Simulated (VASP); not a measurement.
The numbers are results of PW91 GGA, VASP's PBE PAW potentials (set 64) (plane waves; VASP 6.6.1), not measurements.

A VASP calculation is set up with these files.

File KPOINTS:
```
Automatic mesh
0
Gamma
10 10 10
0 0 0
```

**INCAR**
```
! general
SYSTEM = NaF
PREC   = Accurate
ENCUT  = 520
LREAL  = .FALSE.   ! projection in real space or not
LASPH  = .TRUE.

! electronic loop
EDIFF  = 1E-7   ! SCF stop (eV)
NELM   = 100   ! most electronic steps
ALGO   = Normal

! smearing
ISMEAR = 0
SIGMA  = 0.05   ! width (eV)

! functional
GGA    = 91

! ions
ISIF   = 2

! output
LWAVE  = .FALSE.
LCHARG = .FALSE.
```

### POSCAR
```
NaF
1
    0.0000000000     2.3451099668     2.3451099668
    2.3451099668     0.0000000000     2.3451099668
    2.3451099668     2.3451099668     0.0000000000
Na F
1 1
Direct
  0.0000000000   0.0000000000   0.0000000000
  0.5000000000   0.5000000000   0.5000000000
```

POTCAR, in this order: Na_pv F (PBE.64 set). Program: vasp_std.

What VASP printed:

### OSZICAR
```
       N       E                     dE             d eps       ncg     rms          rms(c)
DAV:   1     0.117683632686E+03    0.11768E+03   -0.82652E+03  1040   0.155E+03
DAV:   2    -0.230550705788E+01   -0.11999E+03   -0.11094E+03  1144   0.367E+02
DAV:   3    -0.950271912040E+01   -0.71972E+01   -0.71665E+01  1181   0.917E+01
DAV:   4    -0.958150614907E+01   -0.78787E-01   -0.78770E-01  1159   0.102E+01
DAV:   5    -0.958235477155E+01   -0.84862E-03   -0.84862E-03  1169   0.107E+00    0.552E+00
DAV:   6    -0.866098104671E+01    0.92137E+00   -0.40320E+00  1222   0.188E+01    0.187E+00
DAV:   7    -0.864883476978E+01    0.12146E-01   -0.31601E-02  1046   0.262E+00    0.104E+00
DAV:   8    -0.865017108808E+01   -0.13363E-02   -0.29135E-02  1040   0.450E+00    0.127E-01
DAV:   9    -0.865110590503E+01   -0.93482E-03   -0.48141E-03  1169   0.752E-01    0.103E-01
DAV:  10    -0.865096566203E+01    0.14024E-03   -0.78385E-04  1082   0.396E-01    0.119E-02
DAV:  11    -0.865096486889E+01    0.79314E-06   -0.19486E-05  1169   0.802E-02    0.342E-03
DAV:  12    -0.865096507877E+01   -0.20988E-06   -0.14418E-06  1067   0.183E-02    0.157E-03
DAV:  13    -0.865096491723E+01    0.16154E-06   -0.15432E-07  1073   0.432E-03    0.451E-04
DAV:  14    -0.865096490136E+01    0.15872E-07   -0.18834E-08   616   0.228E-03
   1 F= -.86509649E+01 E0= -.86509649E+01  d E =-.200470E-21
```

File OUTCAR:
```
------------------------ aborting loop because EDIFF is reached ----------------------------------------
  FORCE on cell =-STRESS in cart. coord.  units (eV):
  Direction    XX          YY          ZZ          XY          YZ          ZX
  --------------------------------------------------------------------------------------
  Total        0.0104463      0.0104463      0.0104463      0.0000000      0.0000000     -0.0000000
  in kB        0.6488621      0.6488621      0.6488621      0.0000000      0.0000000     -0.0000000
  external PRESSURE =       0.6488621 kB  Pullay stress =       0.0000000 kB
  volume of cell :       25.79
      direct lattice vectors                 reciprocal lattice vectors
     0.000000000  2.345109967  2.345109967    -0.213209618  0.213209618  0.213209618
     2.345109967  0.000000000  2.345109967     0.213209618 -0.213209618  0.213209618
     2.345109967  2.345109967  0.000000000     0.213209618  0.213209618 -0.213209618
  FREE ENERGIE OF THE ION-ELECTRON SYSTEM (eV)
  ---------------------------------------------------
  free  energy   TOTEN  =        -8.6509649014 eV

  energy  without entropy=       -8.6509649014  energy(sigma->0) =       -8.65096490
```
(Selected blocks of OUTCAR.)

The compound is NaF in the rock salt structure. It was relaxed first.
